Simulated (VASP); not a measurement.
# The low-index faces of Mg

Aim: compare the low-index faces of Mg at one level of theory.

Calculated with VASP 6.6.1; r2SCAN; plane waves and PAW (Mg).

**1. The starting structure**

The structure is hexagonal, space group P6_3/mmc (No. 194). Conventional cell: a = 3.210 Å, b = 3.210 Å, c = 5.213 Å, α = 90.00°, β = 90.00°, γ = 120.00°. Nearest to Mg lie 12 Mg at 3.20 to 3.21 Å.

**2. The bulk reference, job relaxation, k-mesh 14×14×8**

The bulk crystal is relaxed first, so that the slabs are cut at this functional's lattice.

Input file INCAR:

```
SYSTEM = Mg
PREC = Accurate
ENCUT = 420
EDIFF = 1E-06
NELM = 120
ISMEAR = 1
SIGMA = 0.15
LREAL = .FALSE.
ALGO = Normal
METAGGA = R2SCAN
LASPH = .TRUE.
NBANDS = 8
LORBIT = 11
LWAVE = .FALSE.
LCHARG = .FALSE.
KPAR = 4
IBRION = 2
NSW = 30
ISIF = 3
EDIFFG = -0.01
POTIM = 0.4
```

Input file POSCAR:

```
Mg
1.0
    3.2100000000      0.0000000000      0.0000000000
   -1.6050000000      2.7799415461      0.0000000000
    0.0000000000      0.0000000000      5.2130400000
Mg
2
Direct
    0.0000000000      0.0000000000      0.0000000000
    0.3333333333      0.6666666667      0.5000000000
```

Input file KPOINTS:

```
Automatic mesh
0
Gamma
14 14 8
0 0 0
```

PAW data sets: Mg (PBE family, release 64).

Launch:

```sh
$ mpirun -np 4 vasp_std
```

Log:

```text
[banner, memory and clock lines left out]
running    4 mpi-ranks, on    1 nodes
 distrk:  each k-point on    1 cores,    4 groups
 distr:  one band on    1 cores,    1 groups

 POSCAR found type information on POSCAR Mg
 POSCAR found :  1 types and       2 ions
|                                                                             |
|               ----> ADVICE to this user running VASP <----                  |
|                                                                             |
|     You enforced a specific xc type in the INCAR file but a different       |
|     [... a line on the potential file left out ...]
|     I HOPE YOU KNOW WHAT YOU ARE DOING!                                     |
|                                                                             |

 LDA part: xc-table for (None), standard interpolation
 POSCAR, INCAR and KPOINTS ok, starting setup
 FFT: planning ... GRIDC
 FFT: planning ... GRID_SOFT
 FFT: planning ... GRID
 WAVECAR not read
 entering main loop
       N       E                     dE             d eps       ncg     rms          rms(c)
DAV:   1    -0.602876218354E+01   -0.60288E+01   -0.12861E+03  1952   0.299E+02
DAV:   2    -0.832287014116E+01   -0.22941E+01   -0.22093E+01  2592   0.219E+01
DAV:   3    -0.833547346013E+01   -0.12603E-01   -0.12588E-01  2576   0.220E+00
DAV:   4    -0.833551780404E+01   -0.44344E-04   -0.44343E-04  2760   0.110E-01
DAV:   5    -0.833551791075E+01   -0.10671E-06   -0.10688E-06  2512   0.417E-03    0.965E-01
DAV:   6    -0.827664395693E+01    0.58874E-01   -0.10440E-01  2408   0.142E+00    0.704E-01
DAV:   7    -0.829350193846E+01   -0.16858E-01   -0.21784E-02  1944   0.132E+00    0.180E-01
DAV:   8    -0.829391677818E+01   -0.41484E-03   -0.29894E-04  2600   0.162E-01    0.223E-02
DAV:   9    -0.829390294395E+01    0.13834E-04   -0.15030E-05  2400   0.226E-02    0.165E-03
DAV:  10    -0.829390345798E+01   -0.51403E-06   -0.22652E-07  1928   0.316E-03
   1 F= -.82939035E+01 E0= -.82938635E+01  d E =-.829390E+01
 curvature:   0.00 expect dE= 0.000E+00 dE for cont linesearch  0.000E+00
 trial: gam= 0.00000 g(F)=  0.166E-45 g(S)=  0.940E-02 ort = 0.000E+00 (trialstep = 0.100E+01)
 search vector abs. value=  0.940E-02
 bond charge predicted
       N       E                     dE             d eps       ncg     rms          rms(c)
DAV:   1    -0.830033926509E+01   -0.64363E-02   -0.15930E-02  2432   0.659E-01    0.372E-02
DAV:   2    -0.830041667799E+01   -0.77413E-04   -0.22985E-04  2416   0.883E-02    0.274E-02
DAV:   3    -0.830045211462E+01   -0.35437E-04   -0.30018E-05  2256   0.417E-02    0.102E-02
DAV:   4    -0.830044297021E+01    0.91444E-05   -0.20424E-06  2248   0.995E-03    0.134E-03
DAV:   5    -0.830044016983E+01    0.28004E-05   -0.84503E-08  1152   0.216E-03    0.729E-05
DAV:   6    -0.830044014678E+01    0.23057E-07   -0.40898E-09  1080   0.487E-04
   2 F= -.83004401E+01 E0= -.83004232E+01  d E =-.653669E-02
 trial-energy change:   -0.006537  1 .order   -0.006452   -0.009396   -0.003508
 step:   1.5263(harm=  1.5958)  dis= 0.00000  next Energy=    -8.301376 (dE=-0.747E-02)
 bond charge predicted
       N       E                     dE             d eps       ncg     rms          rms(c)
DAV:   1    -0.830143385705E+01   -0.99369E-03   -0.44138E-03  2424   0.349E-01    0.195E-02
DAV:   2    -0.830145989314E+01   -0.26036E-04   -0.63557E-05  2384   0.469E-02    0.143E-02
DAV:   3    -0.830147843777E+01   -0.18545E-04   -0.82667E-06  2232   0.214E-02    0.542E-03
DAV:   4    -0.830147331280E+01    0.51250E-05   -0.57484E-07  1368   0.521E-03    0.705E-04
DAV:   5    -0.830147184802E+01    0.14648E-05   -0.28914E-08  1064   0.134E-03    0.413E-05
DAV:   6    -0.830147183715E+01    0.10874E-07   -0.15920E-09   992   0.311E-04
   3 F= -.83014718E+01 E0= -.83014655E+01  d E =-.756838E-02
 curvature:  -0.79 expect dE=-0.696E-05 dE for cont linesearch -0.670E-05
 trial: gam=-0.02916 g(F)=  0.741E-44 g(S)=  0.885E-05 ort = 0.283E-03 (trialstep = 0.111E+01)
 search vector abs. value=  0.339E-06
 reached required accuracy - stopping structural energy minimisation
```

Wall time 51 s (4 MPI ranks of Intel Xeon Platinum 8259CL at 2.50GHz (Skylake/Cascade Lake), shared host); peak memory 0.68 GiB; 3 min of CPU time.

The logs omit lines about the potential files and the build; timing stands in the text.

From OUTCAR (step 2):

```text
ion  position               nearest neighbor table
   1  0.000  0.000  0.000-   2 3.20   2 3.20   2 3.20   2 3.20   2 3.20   2 3.20
   2  0.333  0.667  0.500-   1 3.20   1 3.20   1 3.20   1 3.20   1 3.20   1 3.20

  LATTYP: Found a hexagonal cell.
 ALAT       =     3.2100000000
 C/A-ratio  =     1.6240000000

 Subroutine GETGRP returns: Found 24 space group operations
 (whereof 12 operations were pure point group operations)

The static configuration has the point symmetry D_3h.
 The point group associated with its full space group is D_6h.

 Found    120 irreducible k-points:

   k-points           NKPTS =    120   k-points in BZ     NKDIM =    120   number of bands    NBANDS=      8

   dimension x,y,z NGX =    24 NGY =   24 NGZ =   36
   dimension x,y,z NGXF=    48 NGYF=   48 NGZF=   72

   ENCUT  =  420.0 eV  30.87 Ry    5.56 a.u.   5.36  5.36  8.71*2*pi/ulx,y,z

   NELECT =       4.0000    total number of electrons

 k-points in reciprocal lattice and weights: Automatic mesh
   0.00000000  0.00000000  0.00000000       0.001
   0.07142857 -0.00000000  0.00000000       0.004
   0.14285714  0.00000000  0.00000000       0.004
   0.21428571 -0.00000000  0.00000000       0.004
   0.28571429 -0.00000000  0.00000000       0.004
   0.35714286 -0.00000000  0.00000000       0.004
   0.42857143 -0.00000000  0.00000000       0.004
   0.50000000 -0.00000000  0.00000000       0.002
   0.07142857  0.07142857  0.00000000       0.004
[...]
0.28571429  0.28571429  0.50000000       0.004
   0.35714286  0.28571429  0.50000000       0.004

 average (electrostatic) potential at core
       1 -42.3707       2 -42.3707

 E-fermi :   2.8135

 k-point     1 :       0.0000    0.0000    0.0000
  band No.  band energies     occupation
      1      -4.7243      2.00000
      2       0.8189      2.00000
      3       1.5660      2.00000
      4      14.6075      0.00000
      5      14.6075      0.00000
      6      14.8155      0.00000
      7      14.8155      0.00000
      8      15.5006      0.00000

 k-point     2 :       0.0714   -0.0000    0.0000
  band No.  band energies     occupation
      1      -4.6157      2.00000
      2       0.9190      2.00000
      3       1.6692      2.00000
      4      12.5702      0.00000
      5      13.5401      0.00000
      6      14.3732      0.00000
      7      16.0161      0.00000
      8      16.3967      0.00000

 k-point     3 :       0.1429    0.0000    0.0000
  band No.  band energies     occupation
      1      -4.2905      2.00000
      2       1.2196      2.00000
      3       1.9752      2.00000
      4      10.2130      0.00000
      5      12.5468      0.00000
      6      13.2350      0.00000
      7      15.2625      0.00000
      8      16.1349      0.00000

  Total       -0.0105030     -0.0105030     -0.0154204      0.0000000     -0.0000000      0.0000000
  in kB       -0.3749240     -0.3749240     -0.5504615      0.0000000     -0.0000000      0.0000000
  external PRESSURE =      -0.4334365 kB  Pullay stress =       0.0000000 kB

  energy-cutoff  :      420.00
  volume of cell :       44.88
      direct lattice vectors                 reciprocal lattice vectors
     3.171753712  0.000000000  0.000000000     0.315282992  0.182028720  0.000000000
    -1.585876856  2.746819289  0.000000000     0.000000000  0.364057441  0.000000000
    -0.000000000 -0.000000000  5.151697457     0.000000000 -0.000000000  0.194110778

 POSITION                                       TOTAL-FORCE (eV/Angst)
 -----------------------------------------------------------------------------------
      0.00000      0.00000      0.00000         0.000000     -0.000000      0.000000
     -0.00000      1.83121      2.57585        -0.000000      0.000000      0.000000
 -----------------------------------------------------------------------------------
    total drift:                               -0.000000      0.000000      0.000000

  FREE ENERGIE OF THE ION-ELECTRON SYSTEM (eV)
  ---------------------------------------------------
  free  energy   TOTEN  =        -8.3014718371 eV

  energy  without entropy=       -8.3014528210  energy(sigma->0) =       -8.30146550

 reached required accuracy - stopping structural energy minimisation

 total charge
# of ion       s       p       d       tot
------------------------------------------
    1        0.194   0.134   0.011   0.339
    2        0.194   0.134   0.011   0.339
--------------------------------------------------
tot          0.388   0.267   0.023   0.678

[... 3 further parts left out ...]
```

CONTCAR:

```
Mg
   1.00000000000000
     3.1717537122213795    0.0000000000000000    0.0000000000000000
    -1.5858768561106897    2.7468192892849816    0.0000000000000000
    -0.0000000000000000   -0.0000000000000000    5.1516974568221414
  Mg
     2
Direct
     0.0000000000000000    0.0000000000000000    0.0000000000000000
     0.3333333332999970    0.6666666667000030    0.5000000000000000
```

The PAW data sets were made with PBE, which is usual practice but a small mismatch for other functionals. The run keeps the 24 symmetry operations of its start, so it cannot find a distortion of lower symmetry.

Step by step:

```csv
step,energy less that of the first step (eV),largest force (eV/Å),pressure (GPa),volume (Å³)
1,0.0000,0.0000,-1.39,46.52
2,-0.0065,0.0000,-0.53,45.44
3,-0.0076,0.0000,-0.04,44.88
```

```csv
"conventional cell, symmetrised",before,after,change
a (Å),3.210,3.172,-1.2 %
b (Å),3.210,3.172,-1.2 %
c (Å),5.213,5.152,-1.2 %
volume (Å³/atom),23.26,22.44,-3.5 %
```

The relaxed structure:

```
Mg
1.0
     3.17175    0.00000    0.00000
    -1.58588    2.74682    0.00000
     0.00000    0.00000    5.15170
Mg
2
Direct
  0.00000 0.00000 0.00000
  0.33333 0.66667 0.50000
```

This step gave:

```
electronic cycles   : 22
electrons           : 4
free energy (TOTEN) : -8.301 eV
Fermi energy        : 2.813 eV
metallic            : yes
```

The run ended after 3 ionic steps, 0.008 eV below its first step, once forces and stress met EDIFFG = -0.01.

Energy at zero smearing: -8.30147 eV.

**3. The bulk reference, job self-consistent run, k-mesh 17×17×9**

Input file INCAR:

```
SYSTEM = Mg
PREC = Normal
ENCUT = 320
EDIFF = 1E-06
NELM = 120
ISMEAR = 1
SIGMA = 0.15
LREAL = .FALSE.
ALGO = Normal
METAGGA = R2SCAN
LASPH = .TRUE.
NBANDS = 8
LORBIT = 11
LWAVE = .FALSE.
LCHARG = .FALSE.
KPAR = 4
```

Input file POSCAR:

```
Mg
1.0
    3.1717537122      0.0000000000      0.0000000000
   -1.5858768561      2.7468192893      0.0000000000
    0.0000000000      0.0000000000      5.1516974568
Mg
2
Direct
    0.0000000000      0.0000000000      0.0000000000
    0.3333333333      0.6666666667      0.5000000000
```

Input file KPOINTS:

```
Automatic mesh
0
Gamma
17 17 9
0 0 0
```

Launch:

```sh
$ mpirun -np 4 vasp_std
```

Log:

```text
[banner, memory and clock lines left out]
running    4 mpi-ranks, on    1 nodes
 distrk:  each k-point on    1 cores,    4 groups
 distr:  one band on    1 cores,    1 groups

 POSCAR found type information on POSCAR Mg
 POSCAR found :  1 types and       2 ions
 [... a notice as in an earlier step ...]

 LDA part: xc-table for (None), standard interpolation
 POSCAR, INCAR and KPOINTS ok, starting setup
 FFT: planning ... GRIDC
 FFT: planning ... GRID_SOFT
 FFT: planning ... GRID
 WAVECAR not read
 entering main loop
       N       E                     dE             d eps       ncg     rms          rms(c)
DAV:   1    -0.659688615787E+01   -0.65969E+01   -0.11494E+03  2752   0.236E+02
DAV:   2    -0.832217820333E+01   -0.17253E+01   -0.16686E+01  3704   0.189E+01
DAV:   3    -0.833048550260E+01   -0.83073E-02   -0.83013E-02  3336   0.174E+00
DAV:   4    -0.833051639450E+01   -0.30892E-04   -0.30892E-04  4184   0.890E-02
DAV:   5    -0.833051646485E+01   -0.70349E-07   -0.70364E-07  3304   0.283E-03    0.957E-01
DAV:   6    -0.828086425133E+01    0.49652E-01   -0.10536E-01  3328   0.137E+00    0.699E-01
DAV:   7    -0.829516873595E+01   -0.14304E-01   -0.16694E-02  2824   0.105E+00    0.185E-01
DAV:   8    -0.829540946464E+01   -0.24073E-03   -0.25264E-04  3728   0.132E-01    0.210E-02
DAV:   9    -0.829539765207E+01    0.11813E-04   -0.14659E-05  3256   0.201E-02    0.197E-03
DAV:  10    -0.829539872470E+01   -0.10726E-05   -0.19012E-07  2608   0.277E-03    0.688E-04
DAV:  11    -0.829539931577E+01   -0.59106E-06   -0.20546E-08  1680   0.925E-04
   1 F= -.82953993E+01 E0= -.82957096E+01  d E =0.930920E-03
```

Elapsed: 14 s, on 4 MPI ranks; peak memory 0.5 GiB; 47 s of CPU time.

OUTCAR, selected parts (step 3):

```text
  LATTYP: Found a hexagonal cell.
 ALAT       =     3.1717537122
 C/A-ratio  =     1.6242425876

 Found    165 irreducible k-points:

   k-points           NKPTS =    165   k-points in BZ     NKDIM =    165   number of bands    NBANDS=      8

   dimension x,y,z NGX =    14 NGY =   14 NGZ =   24
   dimension x,y,z NGXF=    28 NGYF=   28 NGZF=   48

   ENCUT  =  320.0 eV  23.52 Ry    4.85 a.u.   4.63  4.63  7.51*2*pi/ulx,y,z

   NELECT =       4.0000    total number of electrons

 E-fermi :   2.8186

 k-point     1 :       0.0000    0.0000    0.0000
  band No.  band energies     occupation
      1      -4.7245      2.00000
      2       0.8190      2.00000
      3       1.5660      2.00000
      4      14.6084      0.00000
      5      14.6085      0.00000
      6      14.8170      0.00000
      7      14.8171      0.00000
      8      15.5005      0.00000

 k-point     2 :       0.0588    0.0000    0.0000
  band No.  band energies     occupation
      1      -4.6508      2.00000
      2       0.8869      2.00000
      3       1.6360      2.00000
      4      12.9880      0.00000
      5      13.7342      0.00000
      6      14.5489      0.00000
      7      15.7842      0.00000
      8      16.2747      0.00000

  Total       -0.0424970     -0.0424970      0.0673568      0.0000000      0.0000000      0.0000000
  in kB       -1.5170105     -1.5170105      2.4044284      0.0000000      0.0000000      0.0000000
  external PRESSURE =      -0.2098642 kB  Pullay stress =       0.0000000 kB

  energy-cutoff  :      320.00
  volume of cell :       44.88
      direct lattice vectors                 reciprocal lattice vectors
     3.171753712  0.000000000  0.000000000     0.315282992  0.182028720  0.000000000
    -1.585876856  2.746819289  0.000000000     0.000000000  0.364057441  0.000000000
     0.000000000  0.000000000  5.151697457     0.000000000  0.000000000  0.194110778

 POSITION                                       TOTAL-FORCE (eV/Angst)
 -----------------------------------------------------------------------------------
      0.00000      0.00000      0.00000         0.000000     -0.000000      0.000000
     -0.00000      1.83121      2.57585        -0.000000      0.000000      0.000000
 -----------------------------------------------------------------------------------
    total drift:                               -0.000054      0.000031      0.000000

  FREE ENERGIE OF THE ION-ELECTRON SYSTEM (eV)
  ---------------------------------------------------
  free  energy   TOTEN  =        -8.2953993158 eV

  energy  without entropy=       -8.2963302357  energy(sigma->0) =       -8.29570962

 total charge
# of ion       s       p       d       tot
------------------------------------------
    1        0.194   0.134   0.011   0.339
    2        0.194   0.134   0.011   0.339
--------------------------------------------------
tot          0.389   0.267   0.023   0.679

[... 2 parts as in an earlier step ...]

[... 7 further parts left out ...]
```

Numbers from this step:

```
electronic cycles       : 11
free energy (TOTEN)     : -8.295 eV
energy at zero smearing : -8.296 eV
Fermi energy            : 2.819 eV
```

Energy at zero smearing: -8.29571 eV.

The run ends at a pressure of -0.02 GPa.

(Part 1 of 4 ends here.)

[Lines on the potential files, build, host, timing and source positions are cut from VASP's logs without a mark.]

[Logs are printed without paths, hosts, clocks, repeated set-up lines and the standing remarks that a program may print on its own settings, such as how far it seeks lower states.]

[Hosts, paths, dates, database ids (printed as entryN), source tags and the programs' standing remarks are cut or masked in the printed files.]

[Runs that stopped without an error message from VASP are left out.]
